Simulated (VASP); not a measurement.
Given:

```yaml
crystal:
  lattice:
    - [0.00000, 2.68136, 2.68136]
    - [2.68136, 0.00000, 2.68136]
    - [2.68136, 2.68136, 0.00000]
  atoms:
    - { symbol: Cu, position: [0.00000, 0.00000, 0.00000] }
    - { symbol: Cl, position: [0.25000, 0.25000, 0.25000] }
```

All values below come from optB86b-vdW, VASP's PBE PAW potentials (set 64) (plane waves; VASP). Run with 520 eV cut-off, Gaussian smearing of 0.050 eV, potentials Cu Cl.

Question: Give the energies of bands 2 to 11 at the high-symmetry points, in eV from the valence-band maximum.

Answer: 
```csv
band,Γ,X,U,L,W
2,-5.00,-6.70,-6.36,-6.75,-6.14
3,-5.00,-5.12,-5.70,-4.98,-5.86
4,-5.00,-5.12,-5.05,-4.98,-5.20
5,-1.58,-1.73,-1.82,-1.51,-1.79
6,-1.58,-1.46,-1.51,-1.51,-1.68
7,0.00,-1.39,-1.42,-1.45,-1.40
8,0.00,-1.18,-1.09,-0.60,-1.19
9,0.00,-1.18,-0.94,-0.60,-0.84
10,0.58,3.42,4.23,2.94,5.08
11,6.77,4.53,5.22,6.91,5.37
```

The gap is direct, 0.58 eV, from the valence maximum at Γ to the conduction minimum at Γ.

Measured: gap 3.39 eV at 2 K (computed value off by -2.81 eV), as given by arXiv:1206.3780.

The compound is CuCl in the zinc blende structure. It was relaxed first.
